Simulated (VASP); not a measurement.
Consider the following.

```xyz
2
Lattice="4.4084 0.0000 0.0000 0.0000 4.4084 0.0000 0.0000 0.0000 4.4084" Properties=species:S:1:pos:R:3 pbc="T T T"
Cs     0.0000     0.0000     0.0000
I      2.2042     2.2042     2.2042
```

Level of theory: LDA (Ceperley-Alder, Perdew-Zunger), VASP's LDA PAW potentials (set 64) (plane waves; VASP). Settings: 530 eV cut-off, 6×6×6 Γ-centred mesh, Gaussian smearing of 0.050 eV, potentials Cs_sv I.

Problem. Give the elastic stiffness tensor with the ions relaxed (GPa, in the frame of the cell).

Solution. 
|  | xx | yy | zz | yz | xz | xy |
|---|---|---|---|---|---|---|
| xx | 29.6 | 10.5 | 10.5 | 0.0 | 0.0 | 0.0 |
| yy | 10.5 | 29.6 | 10.5 | 0.0 | 0.0 | 0.0 |
| zz | 10.5 | 10.5 | 29.6 | 0.0 | 0.0 | 0.0 |
| yz | 0.0 | 0.0 | 0.0 | 10.6 | 0.0 | 0.0 |
| xz | 0.0 | 0.0 | 0.0 | 0.0 | 10.6 | 0.0 |
| xy | 0.0 | 0.0 | 0.0 | 0.0 | 0.0 | 10.6 |

Problem. Estimate the Hill bulk modulus, Hill shear modulus, Young's modulus, Poisson's ratio.

Solution. 
```json
{
 "hill_bulk_modulus": "16.9 GPa",
 "hill_shear_modulus": "10.2 GPa",
 "Young's modulus": "25.4 GPa",
 "Poisson's ratio": "0.249"
}
```

The compound is CsI in the CsCl type structure. It was relaxed first, which changed the volume by -10 %.
